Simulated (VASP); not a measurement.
Output of a VASP run:

### OUTCAR
```
 ion  position               nearest neighbor table
   1  0.000  0.000  0.000-
  LATTYP: Found a body centered tetragonal cell.
 ALAT       =     3.3150000000
 C/A-ratio  =     1.5230769231
 Subroutine PRICEL returns:
 Original cell was already a primitive cell.
 Subroutine GETGRP returns: Found 16 space group operations
The static configuration has the point symmetry D_4h.
The dynamic configuration has the point symmetry D_4h.
 Subroutine INISYM returns: Found 16 space group operations
 Subroutine IBZKPT returns following result:
 Found    163 irreducible k-points:

 Following reciprocal coordinates:
            Coordinates               Weight
  0.000000  0.000000  0.000000      1.000000
  0.083333  0.000000  0.000000      8.000000
  0.166667  0.000000  0.000000      8.000000
  0.250000 -0.000000  0.000000      8.000000
  0.333333  0.000000  0.000000      8.000000
  0.416667 -0.000000  0.000000      8.000000
  0.500000 -0.000000  0.000000      4.000000
  0.083333  0.083333  0.000000      8.000000
  0.166667  0.083333  0.000000     16.000000
  0.250000  0.083333  0.000000     16.000000
  0.333333  0.083333  0.000000     16.000000
  0.416667  0.083333  0.000000     16.000000
  0.500000  0.083333  0.000000     16.000000
 -0.416667  0.083333 -0.000000     16.000000
 -0.333333  0.083333  0.000000     16.000000
 -0.250000  0.083333  0.000000     16.000000
 -0.166667  0.083333 -0.000000     16.000000
 -0.083333  0.083333  0.000000      4.000000
  0.166667  0.166667  0.000000      8.000000
  0.250000  0.166667  0.000000     16.000000
  0.333333  0.166667 -0.000000     16.000000
  0.416667  0.166667  0.000000     16.000000
  0.500000  0.166667  0.000000     16.000000
 -0.416667  0.166667 -0.000000     16.000000
 -0.333333  0.166667  0.000000     16.000000
 -0.250000  0.166667 -0.000000     16.000000
 -0.166667  0.166667  0.000000      4.000000
  0.250000  0.250000  0.000000      8.000000
  0.333333  0.250000  0.000000     16.000000
  0.416667  0.250000  0.000000     16.000000
  0.500000  0.250000  0.000000     16.000000
 -0.416667  0.250000 -0.000000     16.000000
 -0.333333  0.250000  0.000000     16.000000
 -0.250000  0.250000  0.000000      4.000000
  0.333333  0.333333  0.000000      8.000000
  0.416667  0.333333  0.000000     16.000000
  0.500000  0.333333  0.000000     16.000000
 -0.416667  0.333333 -0.000000     16.000000
 -0.333333  0.333333  0.000000      4.000000
  0.416667  0.416667  0.000000      8.000000
   k-points           NKPTS =    163   k-points in BZ     NKDIM =    163   number of bands    NBANDS=     10
   number of dos      NEDOS =    301   number of ions     NIONS =      1
   total plane-waves  NPLWV =  13824
   dimension x,y,z NGX =    24 NGY =   24 NGZ =   24
   dimension x,y,z NGXF=    48 NGYF=   48 NGZF=   48
   ions per type =               1
   PREC   = accura    normal or accurate (medium, high low for compatibility)
   ISTART =      0    job   : 0-new  1-cont  2-samecut
   ICHARG =      2    charge: 1-file 2-atom 10-const
   ISPIN  =      1    spin polarized calculation?
   LNONCOLLINEAR =      F non collinear calculations
   LSORBIT =      F    spin-orbit coupling
   INIWAV =      1    electr: 0-lowe 1-rand  2-diag
   ENCUT  =  400.0 eV  29.40 Ry    5.42 a.u.   5.62  5.62  5.62*2*pi/ulx,y,z
   NELM   =    100;   NELMIN=  2; NELMDL= -5     # of ELM steps
   EDIFF  = 0.1E-05   stopping-criterion for ELM
   LREAL  =      F    real-space projection
   NLSPLINE    = F    spline interpolate recip. space projectors
   LMAXMIX     =    4 max onsite mixed and CHGCAR
   VOSKOWN=      0    Vosko Wilk Nusair interpolation
   EDIFFG = 0.1E-04   stopping-criterion for IOM
   NSW    =      0    number of steps for IOM
   NBLOCK =      1;   KBLOCK =      1    inner block; outer block
   IBRION =     -1    ionic relax: 0-MD 1-quasi-New 2-CG
...
```

### OSZICAR
```
       N       E                     dE             d eps       ncg     rms          rms(c)
DAV:   1     0.639859541020E+02    0.63986E+02   -0.55735E+03  3300   0.133E+03
DAV:   2    -0.837053233913E-01   -0.64070E+02   -0.63223E+02  3322   0.264E+02
DAV:   3    -0.252663965513E+01   -0.24429E+01   -0.24378E+01  3884   0.608E+01
DAV:   4    -0.258048886386E+01   -0.53849E-01   -0.53837E-01  4118   0.888E+00
DAV:   5    -0.258290294659E+01   -0.24141E-02   -0.24140E-02  4012   0.153E+00    0.201E+00
DAV:   6    -0.256339126399E+01    0.19512E-01   -0.39273E-02  3714   0.427E+00    0.101E+00
DAV:   7    -0.255976590061E+01    0.36254E-02   -0.12704E-02  3800   0.224E+00    0.233E-01
DAV:   8    -0.255956978915E+01    0.19611E-03   -0.72034E-04  3846   0.536E-01    0.284E-02
DAV:   9    -0.255957650694E+01   -0.67178E-05   -0.13414E-05  4510   0.538E-02    0.131E-02
DAV:  10    -0.255957720361E+01   -0.69667E-06   -0.10330E-06  2558   0.118E-02
   1 F= -.25595772E+01 E0= -.25596582E+01  d E =0.242877E-03
```

### OUTCAR
```
------------------------ aborting loop because EDIFF is reached ----------------------------------------
  FORCE on cell =-STRESS in cart. coord.  units (eV):
  Direction    XX          YY          ZZ          XY          YZ          ZX
  --------------------------------------------------------------------------------------
  Total       -0.0886573     -0.0886573     -0.0045746      0.0000000     -0.0000000      0.0000000
  in kB       -5.1201518     -5.1201518     -0.2641901      0.0000000     -0.0000000      0.0000000
  external PRESSURE =      -3.5014979 kB  Pullay stress =       0.0000000 kB
  volume of cell :       27.74
      direct lattice vectors                 reciprocal lattice vectors
    -1.657500000  1.657500000  2.524500000     0.000000000  0.301659125  0.198059022
     1.657500000 -1.657500000  2.524500000     0.301659125  0.000000000  0.198059022
     1.657500000  1.657500000 -2.524500000     0.301659125  0.301659125  0.000000000
 POSITION                                       TOTAL-FORCE (eV/Angst)
 -----------------------------------------------------------------------------------
      0.00000      0.00000      0.00000        -0.000000      0.000000     -0.000000
 -----------------------------------------------------------------------------------
    total drift:                               -0.000000      0.000000      0.000000
  FREE ENERGIE OF THE ION-ELECTRON SYSTEM (eV)
  ---------------------------------------------------
  free  energy   TOTEN  =        -2.5595772036 eV

  energy  without entropy=       -2.5598200808  energy(sigma->0) =       -2.55965816
```
(Selected blocks of OUTCAR.)

File POSCAR:
```
In
1
   -1.6575000000     1.6575000000     2.5245000000
    1.6575000000    -1.6575000000     2.5245000000
    1.6575000000     1.6575000000    -2.5245000000
In
1
Direct
  0.0000000000   0.0000000000   0.0000000000
```

Reconstruct the remaining input files.

One answer among several that fit: the input of the run itself, PBE GGA, plane waves, VASP's PBE PAW potentials (set 64).

**INCAR**
```
PREC = Accurate
LASPH = T   # aspherical one-centre terms
SYSTEM = In
SIGMA = 0.1
ENCUT = 400
ALGO = Normal
LWAVE = F
GGA = PE
NELM = 100
LCHARG = F
EDIFF = 1E-6
LREAL = F   # projection in real space or not
ISMEAR = 1   # Methfessel-Paxton
ISIF = 2   # forces and stress, cell fixed
LMAXMIX = 4
```

KPOINTS:
```
Regular mesh
0
Gamma
  12 12 12
0 0 0
```

POTCAR, in this order: In_d (PBE.64 set). Program: vasp_std.

The compound is In in the bct structure. The cell was not relaxed at this level.
